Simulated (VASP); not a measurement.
Level of theory: PBE GGA, VASP's PBE PAW potentials (set 64) (plane waves; VASP 6.6.1).

The input files of a VASP run:

### KPOINTS
```
Automatic mesh
0
Gamma
6 6 3
0 0 0
```

**POSCAR**
```
Cd
1
    1.5019200000    -2.6014020000     0.0000000000
    1.5019200000     2.6014020000     0.0000000000
    0.0000000000     0.0000000000     5.6649600000
Cd
2
Direct
  0.3333330000   0.6666670000   0.2500000000
  0.6666670000   0.3333330000   0.7500000000
```

### INCAR
```
SYSTEM = Cd
PREC = Accurate
ENCUT = 300
EDIFF = 1E-6
NELM = 100
ALGO = Normal
LREAL = .FALSE.
LASPH = .TRUE.
ISMEAR = 0
SIGMA = 0.1
GGA = PE
LMAXMIX = 4
LWAVE = .FALSE.
LCHARG = .FALSE.
ISIF = 2
```

POTCAR, in this order: Cd (PBE.64 set). Program: vasp_std.

Output

**OSZICAR**
```
       N       E                     dE             d eps       ncg     rms          rms(c)
DAV:   1     0.114920833609E+03    0.11492E+03   -0.10067E+04   464   0.975E+02
DAV:   2     0.285043498995E+00   -0.11464E+03   -0.11284E+03   472   0.297E+02
DAV:   3    -0.157538499650E+01   -0.18604E+01   -0.18576E+01   544   0.461E+01
DAV:   4    -0.157705699219E+01   -0.16720E-02   -0.16720E-02   560   0.109E+00
DAV:   5    -0.157706159583E+01   -0.46036E-05   -0.46033E-05   536   0.559E-02    0.467E+00
DAV:   6    -0.149032897995E+01    0.86733E-01   -0.23813E-01   488   0.598E+00    0.372E+00
DAV:   7    -0.148303101148E+01    0.72980E-02   -0.30955E-02   504   0.177E+00    0.151E+00
DAV:   8    -0.148260469371E+01    0.42632E-03   -0.32969E-03   504   0.801E-01    0.886E-02
DAV:   9    -0.148263444273E+01   -0.29749E-04   -0.12026E-05   560   0.380E-02    0.327E-02
DAV:  10    -0.148266502138E+01   -0.30579E-04   -0.25268E-05   504   0.514E-02    0.394E-03
DAV:  11    -0.148266503963E+01   -0.18255E-07   -0.59316E-08   320   0.296E-03
   1 F= -.14826650E+01 E0= -.14772884E+01  d E =-.107533E-01
```

File OUTCAR:
```
------------------------ aborting loop because EDIFF is reached ----------------------------------------
  FORCE on cell =-STRESS in cart. coord.  units (eV):
  Direction    XX          YY          ZZ          XY          YZ          ZX
  --------------------------------------------------------------------------------------
  Total        0.5906081      0.5906082      0.6267492      0.0000000      0.0000000      0.0000000
  in kB       21.3761206     21.3761247     22.6841895      0.0000000      0.0000000      0.0000000
  external PRESSURE =      21.8121449 kB  Pullay stress =       0.0000000 kB
  volume of cell :       44.27
      direct lattice vectors                 reciprocal lattice vectors
     1.501920000 -2.601402000  0.000000000     0.332907212 -0.192204050  0.000000000
     1.501920000  2.601402000  0.000000000     0.332907212  0.192204050  0.000000000
     0.000000000  0.000000000  5.664960000     0.000000000  0.000000000  0.176523753
 POSITION                                       TOTAL-FORCE (eV/Angst)
 -----------------------------------------------------------------------------------
      1.50192      0.86714      1.41624        -0.000000     -0.000000      0.000000
      1.50192     -0.86714      4.24872         0.000000      0.000000      0.000000
 -----------------------------------------------------------------------------------
    total drift:                               -0.000013      0.000200      0.000001
  FREE ENERGIE OF THE ION-ELECTRON SYSTEM (eV)
  ---------------------------------------------------
  free  energy   TOTEN  =        -1.4826650396 eV

  energy  without entropy=       -1.4719117550  energy(sigma->0) =       -1.47728840
```
(Selected blocks of OUTCAR.)

OUTCAR:
```
 val. band max:        3.2255491933   @ k =   0.3333   0.3333   0.0000

 cond. band min:       3.2855441357   @ k =   0.5000   0.0000   0.3333


 Fermi energy:         3.2510782170

 k-point     1 :       0.0000    0.0000    0.0000
  band No.  band energies     occupation
      1      -6.9653      2.00000
      2      -6.7118      2.00000
      3      -6.3860      2.00000
      4      -6.3860      2.00000
      5      -6.3375      2.00000
      6      -6.3375      2.00000
      7      -5.8922      2.00000
      8      -5.8692      2.00000
      9      -5.8692      2.00000
     10      -5.6317      2.00000
     11      -5.6317      2.00000
     12      -0.2411      2.00000
     13      -0.1148      2.00000
     14      13.2179      0.00000
     15      17.1432      0.00000
     16      17.4135      0.00000

 k-point     2 :       0.1667    0.0000    0.0000
  band No.  band energies     occupation
      1      -6.7898      2.00000
      2      -6.5670      2.00000
      3      -6.4706      2.00000
      4      -6.3246      2.00000
      5      -6.1542      2.00000
      6      -6.1145      2.00000
      7      -6.0819      2.00000
      8      -5.9441      2.00000
      9      -5.8881      2.00000
     10      -5.6315      2.00000
     11      -5.2284      2.00000
     12       0.1897      2.00000
     13       0.8744      2.00000
     14      11.7212      0.00000
     15      14.0295      0.00000
     16      14.5647      0.00000

 k-point     3 :       0.3333    0.0000    0.0000
  band No.  band energies     occupation
      1      -6.9796      2.00000
      2      -6.7876      2.00000
      3      -6.5545      2.00000
      4      -6.1806      2.00000
      5      -6.1797      2.00000
      6      -6.0741      2.00000
      7      -5.9047      2.00000
      8      -5.6587      2.00000
      9      -5.6494      2.00000
     10      -5.6363      2.00000
     11      -2.9695      2.00000
     12       1.7960      2.00000
     13       3.2976      0.51076
...
```

At this cut-off the stress carries a Pulay error, which pulls relaxed volumes low.

The structure is a typed Cd crystal (P6_3/mmc). The cell was not relaxed at this level. The k-mesh is coarse (spacing up to 0.40 per Å, 2π included), so the numbers may not be converged in it. The run is one of a series of settings (KPOINTS 6×6×3 Γ-centred mesh against the base run), some of them coarse on purpose.
